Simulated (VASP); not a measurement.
```
Tl
1.0
    1.66352    -2.88131     0.00000
    1.66352     2.88131     0.00000
    0.00000     0.00000     5.21432
Tl
2
Cartesian
  1.66352   0.96044   1.30358
  1.66352  -0.96044   3.91074
```

Level of theory: LDA (Ceperley-Alder, Perdew-Zunger), VASP's LDA PAW potentials (set 64) (plane waves; VASP). Numerical set-up: 500 eV cut-off, 13×13×7 Γ-centred mesh, first-order Methfessel-Paxton smearing of 0.10 eV, potentials Tl_d.

Energy and stress use the plane-wave basis of the starting cell.

**Question.** The ions, cell shape and volume at an external pressure of 10.0 GPa are relaxed. What does this cell relax into?

**Answer.** 
```
Tl
1.0
    1.62555    -2.81553     0.00000
    1.62555     2.81553     0.00000
    0.00000     0.00000     5.12412
Tl
2
Direct
  0.33333   0.66667   0.25000
  0.66667   0.33333   0.75000
```
Space group P6_3/mmc (194), at a tolerance of 0.03 Å.

**Question.** How do energy and volume change from the first to the last step?

**Answer.** The energy (σ→0) changes by +70.7 meV/atom and the volume by -6.2 %, in 7 ionic steps.

```
step  E(σ→0) (eV)  max force (eV/Å)  pressure (GPa)  volume (Å³)
----  -----------  ----------------  --------------  -----------
1         -5.8030             0.000            5.04        49.99
2         -5.4798             0.000           15.37        44.59
3         -5.6641             0.000            9.94        46.95
4         -5.6604             0.000           10.11        46.89
5         -5.6666             0.000            9.87        46.99
6         -5.6669             0.000            9.87        46.99
7         -5.6615             0.000           10.06        46.90
```

The compound is Tl in the hcp structure. This run relaxes it under an external pressure of 10 GPa. Symmetry was kept, so distortions that lower it aren't found.
